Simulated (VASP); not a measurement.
ScAl7N8:

```xyz
16
Lattice="0.0000 0.0000 -5.0800 3.1748 5.4990 0.0000 3.1748 -5.4990 0.0000" Properties=species:S:1:pos:R:3 pbc="T T T"
Sc    1.5874   -0.9165    0.0000
Al    3.1748   -3.6660    0.0000
Al    3.1748    1.8330    0.0000
Al    4.7623   -0.9165    0.0000
Al    3.1748   -1.8330   -2.5400
Al    1.5874    0.9165   -2.5400
Al    4.7623    0.9165   -2.5400
Al    3.1748    3.6660   -2.5400
N     1.5874   -0.9165   -3.1496
N     3.1748   -3.6660   -3.1496
N     3.1748    1.8330   -3.1496
N     4.7623   -0.9165   -3.1496
N     3.1748   -1.8330   -0.6096
N     1.5874    0.9165   -0.6096
N     4.7623    0.9165   -0.6096
N     3.1748    3.6660   -0.6096
```

The cell was built by a generator and needn't be a form met in nature.

```yaml
Program: VASP 6.6.1
Task: relaxation of cell and atoms
Functional: PBE
Potentials_or_basis: VASP PAW PBE potentials, release 64 (Sc_sv, Al, N)
Cutoff: 600 eV
k_mesh: 6 × 6 × 5
Occupations: gaussian, width 0.03 eV
Spin: no spin polarisation
```

At the start: pressure 1.9 GPa; volume 11.09 Å³/atom.

Problem. Where does the relaxation end?

Solution. Over 12 steps the energy falls by 54.6 meV/atom; space group P3m1 (No. 156, to 0.05 Å).

The path:
```tsv
step	energy change (eV)	largest force (eV/Å)	pressure (GPa)	volume (Å³)
1	0.0000	3.5643	1.87	177.38
2	-0.7232	1.1101	-3.34	180.72
3	-0.8041	0.6323	-2.40	179.84
4	-0.8618	0.1539	1.53	175.94
5	-0.8652	0.2000	0.74	176.68
6	-0.8722	0.0688	-0.16	177.48
7	-0.8722	0.0699	-0.17	177.49
8	-0.8738	0.0384	-0.07	177.37
9	-0.8739	0.0400	-0.04	177.32
10	-0.8741	0.0141	0.05	177.23
11	-0.8741	0.0163	0.04	177.23
12	-0.8742	0.0046	-0.03	177.30
```

Final structure:
```
Sc Al N
1.0
     0.00000    0.00000   -5.04862
     3.18398    5.51481    0.00000
     3.18398   -5.51481    0.00000
Sc Al N
1 7 8
Direct
  0.00893 0.16667 0.33333
  0.00223 0.16805 0.83402
  0.00223 0.66598 0.33195
  0.00223 0.66598 0.83402
  0.49955 0.33654 0.67308
  0.49955 0.33654 0.16346
  0.50299 0.83333 0.66667
  0.49955 0.82692 0.16346
  0.58555 0.16667 0.33333
  0.62152 0.16532 0.83266
  0.62152 0.66734 0.33468
  0.62152 0.66734 0.83266
  0.12430 0.34416 0.68833
  0.12430 0.34416 0.15584
  0.11977 0.83333 0.66667
  0.12430 0.81167 0.15584
```
